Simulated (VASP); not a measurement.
PbO2 (rutile) relaxed at rising pressure, in one space group throughout; other phases were not tried. The pressures are those reached. Level of theory: PBEsol GGA, VASP's PBE PAW potentials (set 64) (plane waves; VASP).

| P (GPa) | V (Å³/atom) | k-mesh |
|---|---|---|
| 0.11 | 14.186 | 5×5×7 |
| 4.81 | 13.721 | 5×5×7 |
| 9.78 | 13.315 | 5×5×7 |
| 19.87 | 12.654 | 7×7×9 |
| 30.00 | 12.145 | 7×7×9 |

A change of mesh leaves a small step in the series.

### Question
Fit an equation of state and predict the volume at 45.02 GPa.

### Answer
Least squares on the third-order Birch-Murnaghan form, P = (3B0/2)(y⁷ − y⁵)[1 + (3/4)(B′ − 4)(y² − 1)] with y = (V0/V)^(1/3), gives V0 = 14.199 Å³/atom, B0 = 129 GPa and B′ = 5.1, and so 11.552 Å³/atom. The run gave 11.539 Å³/atom, -0.1 % from the fit.

Pressures at which the relaxation failed are left out.

The compound is PbO2 in the rutile structure.
